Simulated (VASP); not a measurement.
A run of VASP 6.6.1 is set up as follows.

INCAR

```
SYSTEM = HfZrSe3
ALGO     = Fast           ! electronic algorithm
EDIFF    = 1E-4           ! SCF threshold, eV
EDIFFG   = -0.08          ! ionic threshold
ENCUT    = 520            ! plane-wave cutoff, eV
GGA      = PE             ! functional
IBRION   = 2              ! ionic algorithm
ISIF     = 3              ! what is computed and relaxed
ISMEAR   = 0              ! smearing method
KPAR     = 2            
LASPH    = .True.         ! aspherical terms in the spheres
LCHARG   = .False.        ! write CHGCAR
LREAL    = .False.        ! projectors in reciprocal space
LWAVE    = .False.        ! write WAVECAR
NELM     = 60             ! most SCF steps
NSW      = 24             ! ionic steps
PREC     = Normal         ! precision mode
SIGMA    = 0.15           ! smearing width, eV
```

Contents of KPOINTS:

```
k-points
0
Gamma
  3 3 3
  0 0 0
```

File POSCAR:

```
HfZrSe3
1.0
    4.8026228700      0.0000000000      0.0000000000
    0.0000000000      4.8026228700      0.0000000000
    0.0000000000      0.0000000000      6.2759368500
Zr Hf Se
1 1 3
Direct
    0.0000000000      0.0000000000      0.5000000000
    0.0000000000      0.0000000000      0.0000000000
    0.0000000000      0.5000000000      0.5000000000
    0.5000000000      0.0000000000      0.5000000000
    0.5000000000      0.5000000000      0.0000000000
```

Potentials or basis: VASP PAW PBE potentials, release 64 (Zr_sv, Hf_pv, Se).

The run is started by

```sh
$ cat potpaw_PBE.64/Zr_sv/POTCAR potpaw_PBE.64/Hf_pv/POTCAR potpaw_PBE.64/Se/POTCAR > POTCAR
$ mpirun -np 2 vasp_std > vasp.out
```

(1) Estimate the band gap on the k mesh.

(2) Predict the relaxed cell.

Results:

(1) none (metal or under the smearing width).

(2) a = 4.945 Å, b = 4.945 Å, c = 5.975 Å, α = 90.00°, β = 90.00°, γ = 90.00°.

Caveat: the k mesh is coarse (spacing up to 0.44 Å⁻¹), so the values aren't converged.
